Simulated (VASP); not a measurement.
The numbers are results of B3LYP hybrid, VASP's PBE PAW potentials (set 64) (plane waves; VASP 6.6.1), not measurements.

Input for VASP

**KPOINTS_OPT**
```
named points and PBE's band edges
8
Reciprocal
  0.000000   0.000000   0.000000 1 ! GAMMA
  0.500000   0.000000   0.500000 1 ! X
  0.500000   0.500000   0.500000 1 ! L
  0.500000   0.250000   0.750000 1 ! W
  0.375000   0.375000   0.750000 1 ! K
  0.625000   0.250000   0.625000 1 ! U
  0.035710   0.035710   0.035710 1 ! near an edge
  0.464290   0.000000   0.464290 1 ! near an edge
```

### KPOINTS
```
kpoints
0
gamma
 8 8 8
0 0 0
```

File POSCAR:
```
CaO
1.0
  0.0000000000   2.4195481199   2.4195481199
  2.4195481199   0.0000000000   2.4195481199
  2.4195481199   2.4195481199   0.0000000000
Ca O
1 1
Cartesian
  0.0000000000   0.0000000000   0.0000000000
  2.4195481199   2.4195481199   2.4195481199
```

INCAR:
```
AEXX = 0.2
AGGAC = 0.81
AGGAX = 0.72
ALDAC = 0.19
ALGO = Normal
EDIFF = 1E-6
ENCUT = 520
GGA = B3
HFRCUT = -1
ISIF = 2
ISMEAR = 0
ISYM = 3
LASPH = .TRUE.
LCHARG = .FALSE.
LHFCALC = .TRUE.
LREAL = .FALSE.
LWAVE = .FALSE.
NELM = 60
PREC = Accurate
PRECFOCK = Fast
SIGMA = 0.05
SYSTEM = CaO
```

POTCAR, in this order: Ca_sv O (PBE.64 set). Program: vasp_std. Read from the step before: WAVECAR.

Output

OUTCAR:
```
 ion  position               nearest neighbor table
   1  0.000  0.000  0.000-   2 2.42   2 2.42   2 2.42   2 2.42   2 2.42   2 2.42
   2  0.500  0.500  0.500-   1 2.42   1 2.42   1 2.42   1 2.42   1 2.42   1 2.42
  LATTYP: Found a face centered cubic cell.
 ALAT       =     4.8390962398
 Subroutine PRICEL returns:
 Original cell was already a primitive cell.
 Subroutine GETGRP returns: Found 48 space group operations
The static configuration has the point symmetry O_h .
The dynamic configuration has the point symmetry O_h .
 Subroutine INISYM returns: Found 48 space group operations
 Subroutine IBZKPT returns following result:
 Found     29 irreducible k-points:

 Following reciprocal coordinates:
            Coordinates               Weight
  0.000000  0.000000  0.000000      1.000000
  0.125000  0.000000  0.000000      8.000000
  0.250000  0.000000  0.000000      8.000000
  0.375000  0.000000  0.000000      8.000000
  0.500000  0.000000  0.000000      4.000000
  0.125000  0.125000  0.000000      6.000000
  0.250000  0.125000  0.000000     24.000000
  0.375000  0.125000  0.000000     24.000000
  0.500000  0.125000  0.000000     24.000000
 -0.375000  0.125000  0.000000     24.000000
 -0.250000  0.125000  0.000000     24.000000
 -0.125000  0.125000  0.000000     12.000000
  0.250000  0.250000  0.000000      6.000000
  0.375000  0.250000  0.000000     24.000000
  0.500000  0.250000  0.000000     24.000000
 -0.375000  0.250000  0.000000     24.000000
 -0.250000  0.250000  0.000000     12.000000
  0.375000  0.375000  0.000000      6.000000
  0.500000  0.375000  0.000000     24.000000
 -0.375000  0.375000  0.000000     12.000000
  0.500000  0.500000  0.000000      3.000000
  0.375000  0.250000  0.125000     24.000000
  0.500000  0.250000  0.125000     48.000000
 -0.375000  0.250000  0.125000     24.000000
  0.500000  0.375000  0.125000     24.000000
 -0.375000  0.375000  0.125000     48.000000
 -0.250000  0.375000  0.125000     24.000000
 -0.375000  0.500000  0.125000     12.000000
 -0.250000  0.500000  0.250000      6.000000
 Subroutine IBZKPT_HF returns following result:
   k-points           NKPTS =     29   k-points in BZ     NKDIM =    512   number of bands    NBANDS=     12
   number of dos      NEDOS =    301   number of ions     NIONS =      2
   total plane-waves  NPLWV =  21952
   dimension x,y,z NGX =    28 NGY =   28 NGZ =   28
   dimension x,y,z NGXF=    56 NGYF=   56 NGZF=   56
   ions per type =               1   1
   PREC   = accura    normal or accurate (medium, high low for compatibility)
   ISTART =      1    job   : 0-new  1-cont  2-samecut
   ICHARG =      0    charge: 1-file 2-atom 10-const
   ISPIN  =      1    spin polarized calculation?
   LNONCOLLINEAR =      F non collinear calculations
   LSORBIT =      F    spin-orbit coupling
   INIWAV =      1    electr: 0-lowe 1-rand  2-diag
   ENCUT  =  520.0 eV  38.22 Ry    6.18 a.u.   6.36  6.36  6.36*2*pi/ulx,y,z
   NELM   =     60;   NELMIN=  2; NELMDL=  0     # of ELM steps
   EDIFF  = 0.1E-05   stopping-criterion for ELM
   LREAL  =      F    real-space projection
   NLSPLINE    = F    spline interpolate recip. space projectors
   LMAXMIX     =    2 max onsite mixed and CHGCAR
   VOSKOWN=      0    Vosko Wilk Nusair interpolation
   EDIFFG = 0.1E-04   stopping-criterion for IOM
   NSW    =      0    number of steps for IOM
   NBLOCK =      1;   KBLOCK =      1    inner block; outer block
   IBRION =     -1    ionic relax: 0-MD 1-quasi-New 2-CG
   NFREE  =      0    steps in history (QN), initial steepest desc. (CG)
   ISIF   =      2    stress and relaxation
   ISYM   =      3    0-nonsym 1-usesym 2-fastsym
   TEIN   =    0.0    initial temperature
   TEBEG  =    0.0;   TEEND  =   0.0 temperature during run
...
```

### OSZICAR
```
       N       E                     dE             d eps       ncg     rms          rms(c)
DAV:   1    -0.146083682027E+02   -0.14608E+02   -0.29336E-01   704   0.684E+00    0.910E-01
DAV:   2    -0.145836424842E+02    0.24726E-01   -0.68998E-02   716   0.309E+00    0.229E-01
DAV:   3    -0.145856204215E+02   -0.19779E-02   -0.20635E-02   784   0.121E+00    0.258E-01
DAV:   4    -0.145852514317E+02    0.36899E-03   -0.12705E-03   824   0.400E-01    0.118E-01
DAV:   5    -0.145851721017E+02    0.79330E-04   -0.79163E-04   752   0.225E-01    0.390E-02
DAV:   6    -0.145851576844E+02    0.14417E-04   -0.14944E-05   816   0.591E-02    0.236E-02
DAV:   7    -0.145851488183E+02    0.88661E-05   -0.21450E-05   828   0.415E-02    0.172E-02
DAV:   8    -0.145851483809E+02    0.43734E-06   -0.29038E-06   832   0.182E-02
   1 F= -.14585148E+02 E0= -.14585148E+02  d E =-.944143E-28
       N       E                     dE             ncg
```

File OUTCAR:
```
------------------------ aborting loop because EDIFF is reached ----------------------------------------
  FORCE on cell =-STRESS in cart. coord.  units (eV):
  Direction    XX          YY          ZZ          XY          YZ          ZX
  --------------------------------------------------------------------------------------
  Total        0.0224527      0.0224527      0.0224527      0.0000000      0.0000000      0.0000000
  in kB        1.2698310      1.2698310      1.2698310      0.0000000      0.0000000      0.0000000
  external PRESSURE =       1.2698310 kB  Pullay stress =       0.0000000 kB
  volume of cell :       28.33
      direct lattice vectors                 reciprocal lattice vectors
     0.000000000  2.419548120  2.419548120    -0.206650157  0.206650157  0.206650157
     2.419548120  0.000000000  2.419548120     0.206650157 -0.206650157  0.206650157
     2.419548120  2.419548120  0.000000000     0.206650157  0.206650157 -0.206650157
  FREE ENERGIE OF THE ION-ELECTRON SYSTEM (eV)
  ---------------------------------------------------
  free  energy   TOTEN  =       -14.5851483809 eV

  energy  without entropy=      -14.5851483809  energy(sigma->0) =      -14.58514838

  exchange ACFDT corr.  =         0.00000000  see jH, gK, PRB 81, 115126
```
(Selected blocks of OUTCAR.)

The compound is CaO in the rock salt structure. It was relaxed first.
